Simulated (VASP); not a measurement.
Output of a VASP run:

### OSZICAR
```
       N       E                     dE             d eps       ncg     rms          rms(c)
DAV:   1     0.510747172354E+03    0.51075E+03   -0.25849E+04  1000   0.243E+03
DAV:   2     0.190443505867E+02   -0.49170E+03   -0.47991E+03  1153   0.561E+02
DAV:   3    -0.203697126235E+02   -0.39414E+02   -0.39248E+02  1220   0.169E+02
DAV:   4    -0.212636111220E+02   -0.89390E+00   -0.89258E+00  1532   0.228E+01
DAV:   5    -0.212755709083E+02   -0.11960E-01   -0.11953E-01  1304   0.227E+00    0.166E+01
DAV:   6    -0.191242651424E+02    0.21513E+01   -0.76866E+00  1465   0.376E+01    0.110E+01
DAV:   7    -0.191814909713E+02   -0.57226E-01   -0.13761E+00  1054   0.872E+00    0.633E+00
DAV:   8    -0.191972385279E+02   -0.15748E-01   -0.44410E-01  1370   0.155E+01    0.137E+00
DAV:   9    -0.191804813942E+02    0.16757E-01   -0.52473E-02  1512   0.536E+00    0.835E-01
DAV:  10    -0.191718298156E+02    0.86516E-02   -0.11884E-01  1446   0.920E+00    0.347E-01
DAV:  11    -0.191715528701E+02    0.27695E-03   -0.21551E-02  1286   0.163E+00    0.164E-01
DAV:  12    -0.191716889219E+02   -0.13605E-03   -0.83028E-04  1238   0.268E-01    0.167E-01
DAV:  13    -0.191714953065E+02    0.19362E-03   -0.26490E-03  1451   0.618E-01    0.121E-01
DAV:  14    -0.191713652757E+02    0.13003E-03   -0.27132E-04  1324   0.397E-01    0.791E-02
DAV:  15    -0.191713629928E+02    0.22829E-05   -0.10831E-04  1606   0.256E-01    0.787E-02
DAV:  16    -0.191713320792E+02    0.30914E-04   -0.35653E-05  1454   0.107E-01    0.597E-02
DAV:  17    -0.191713213756E+02    0.10704E-04   -0.68409E-06  1254   0.453E-02    0.489E-02
DAV:  18    -0.191713089978E+02    0.12378E-04   -0.14224E-05  1356   0.572E-02    0.310E-02
DAV:  19    -0.191713050756E+02    0.39222E-05   -0.42700E-06  1046   0.287E-02    0.223E-02
DAV:  20    -0.191713051475E+02   -0.71893E-07   -0.29994E-07   555   0.636E-03
   1 F= -.88001649E+01 E0= -.88001649E+01  d E =-.880016E+01
       N       E                     dE             d eps       ncg     rms          rms(c)
DAV:   1    -0.192328962516E+02   -0.61591E-01   -0.19873E-01  1127   0.608E+00    0.791E-01
DAV:   2    -0.192236704061E+02    0.92258E-02   -0.35373E-02  1251   0.218E+00    0.257E-01
DAV:   3    -0.192227736977E+02    0.89671E-03   -0.16756E-03  1315   0.103E+00    0.143E-01
DAV:   4    -0.192226151047E+02    0.15859E-03   -0.50719E-04  1665   0.282E-01    0.778E-02
DAV:   5    -0.192226007385E+02    0.14366E-04   -0.66840E-05  1598   0.108E-01    0.105E-02
DAV:   6    -0.192225983170E+02    0.24214E-05   -0.12384E-05  1425   0.160E-01    0.436E-03
DAV:   7    -0.192225980304E+02    0.28660E-06   -0.20939E-06   788   0.294E-02
   2 F= -.87993631E+01 E0= -.87993631E+01  d E =0.801822E-03
       N       E                     dE             d eps       ncg     rms          rms(c)
DAV:   1    -0.191879098990E+02    0.34688E-01   -0.13021E-01  1117   0.491E+00    0.633E-01
DAV:   2    -0.191820099722E+02    0.58999E-02   -0.22596E-02  1242   0.172E+00    0.207E-01
DAV:   3    -0.191814291026E+02    0.58087E-03   -0.10767E-03  1327   0.796E-01    0.111E-01
DAV:   4    -0.191813339176E+02    0.95185E-04   -0.32286E-04  1679   0.222E-01    0.611E-02
DAV:   5    -0.191813343197E+02   -0.40215E-06   -0.42897E-05  1604   0.885E-02    0.818E-03
DAV:   6    -0.191813346617E+02   -0.34202E-06   -0.80438E-06  1190   0.128E-01
   3 F= -.88001373E+01 E0= -.88001373E+01  d E =0.276320E-04
```

File OUTCAR:
```
------------------------ aborting loop because EDIFF is reached ----------------------------------------
  FORCE on cell =-STRESS in cart. coord.  units (eV):
  Direction    XX          YY          ZZ          XY          YZ          ZX
  --------------------------------------------------------------------------------------
  Total       10.3451155     10.3451155     10.3451155     -0.0000000     -0.0000000      0.0000000
  in kB      298.9572927    298.9572927    298.9572927     -0.0000000     -0.0000000      0.0000000
  external PRESSURE =      -1.0427073 kB  Pullay stress =     300.0000000 kB
  volume of cell :       55.44
      direct lattice vectors                 reciprocal lattice vectors
     3.813106413 -0.000000000  0.000000000     0.262253368 -0.000000000  0.000000000
     0.000000000  3.813106413 -0.000000000     0.000000000  0.262253368  0.000000000
    -0.000000000 -0.000000000  3.813106413    -0.000000000  0.000000000  0.262253368
 POSITION                                       TOTAL-FORCE (eV/Angst)
 -----------------------------------------------------------------------------------
      0.00000      0.00000      0.00000         0.000000      0.000000      0.000000
      1.90655      1.90655      1.90655        -0.000000     -0.000000      0.000000
      1.90655     -0.00000      1.90655         0.000000     -0.000000      0.000000
     -0.00000      1.90655      1.90655        -0.000000     -0.000000      0.000000
      1.90655      1.90655     -0.00000         0.000000      0.000000      0.000000
 -----------------------------------------------------------------------------------
    total drift:                                0.000000     -0.000000     -0.000000
  FREE ENERGIE OF THE ION-ELECTRON SYSTEM (eV)
  ---------------------------------------------------
  free  energy   TOTEN  =       -19.1813346617 eV

  energy  without entropy=      -19.1813346617  energy(sigma->0) =      -19.18133466
  enthalpy is  TOTEN    =        -8.8001372855 eV   P V=       10.3811973763

 reached required accuracy - stopping structural energy minimisation
```
(Selected blocks of OUTCAR.)

**POSCAR**
```
KZnF3
1
    3.8118746549    -0.0000000000     0.0000000000
   -0.0000000000     3.8118746549     0.0000000000
   -0.0000000000    -0.0000000000     3.8118746549
K Zn F
1 1 3
Direct
  0.0000000000   0.0000000000   0.0000000000
  0.5000000000   0.5000000000   0.5000000000
  0.5000000000   0.0000000000   0.5000000000
  0.0000000000   0.5000000000   0.5000000000
  0.5000000000   0.5000000000   0.0000000000
```

Write an INCAR and KPOINTS that could have produced this output.

One answer among several that fit: the input of the run itself, PBE GGA, plane waves, VASP's PBE PAW potentials (set 64).

File KPOINTS:
```
K-points
0
G
  6 6 6
0 0 0
```

### INCAR
```
! general
SYSTEM  = KZnF3
PREC    = Accurate
ENCUT   = 620   ! plane-wave cut-off (eV)
LREAL   = .False.
LASPH   = .True.

! electronic loop
EDIFF   = 1E-6
NELM    = 100   ! most electronic steps
ALGO    = Normal
LMAXMIX = 4   ! l cut-off of mixed one-centre charges

! smearing
ISMEAR  = 0
SIGMA   = 0.05

! functional
GGA     = PE

! ions
IBRION  = 2   ! conjugate gradients
NSW     = 40   ! most ionic steps
ISIF    = 3   ! ions, shape and volume
EDIFFG  = -0.02   ! ionic stop
PSTRESS = 300

! output
LWAVE   = .False.
LCHARG  = .False.
```

POTCAR, in this order: K_sv Zn F (PBE.64 set). Program: vasp_std.

The compound is KZnF3 in the cubic perovskite structure. This run relaxes it under an external pressure of 30 GPa. Symmetry was kept, so distortions that lower it aren't found.
